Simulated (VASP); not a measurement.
A run of VASP 6.6.1:

File INCAR:

```
SYSTEM = NaLaMnMoO6
PREC = Accurate
ENCUT = 600
EDIFF = 1E-7
ISMEAR = -1
SIGMA = 0.05
LREAL = .False.
LASPH = .True.
NELM = 100
ALGO = Normal
ISIF = 3
LWAVE = .False.
LCHARG = .False.
ISPIN = 2
MAGMOM = 0 0 4 1 0 0 0 0 0 0
LORBIT = 11
LMAXMIX = 6
GGA = PS
IBRION = 2
NSW = 60
EDIFFG = -0.01
KPAR = 4
```

File KPOINTS:

```
regular mesh
0
Gamma
  7 7 7
  0 0 0
```

The input POSCAR:

```
NaLaMnMoO6
1.0
   -2.7229400000      2.7229400000      3.8988900000
    2.7229400000     -2.7229400000      3.8988900000
    2.7229400000      2.7229400000     -3.8988900000
Na La Mn Mo O
1 1 1 1 6
Direct
    0.2500000000      0.7500000000      0.5000000000
    0.7500000000      0.2500000000      0.5000000000
    0.5000000000      0.5000000000      0.0000000000
    0.0000000000      0.0000000000      0.0000000000
    0.2076600000      0.2960700000      0.5037100000
    0.2960500000      0.7923400000      0.0884100000
    0.7923600000      0.7039500000      0.4962900000
    0.7039300000      0.2076400000      0.9115900000
    0.2519400000      0.2519400000      0.0000000000
    0.7480600000      0.7480600000      0.0000000000
```

Potentials or basis: VASP PAW PBE potentials, release 64 (Na_pv, La, Mn_pv, Mo_sv, O).

Run with:

```bash
$ cat potpaw_PBE.64/Na_pv/POTCAR potpaw_PBE.64/La/POTCAR potpaw_PBE.64/Mn_pv/POTCAR potpaw_PBE.64/Mo_sv/POTCAR potpaw_PBE.64/O/POTCAR > POTCAR
$ mpirun -np 4 vasp_std > vasp.out
```

Hardware: 4 MPI ranks on Intel(R) Xeon(R) Platinum 8488C (Sapphire Rapids), on a shared host.

Q: Estimate the wall time of this run.

A: It took 110 min on 4 MPI ranks on Intel(R) Xeon(R) Platinum 8488C (Sapphire Rapids), with other jobs on the host, peak memory 0.9 GiB a rank. Counts: scf iterations 291, k points 52, ion steps 23.
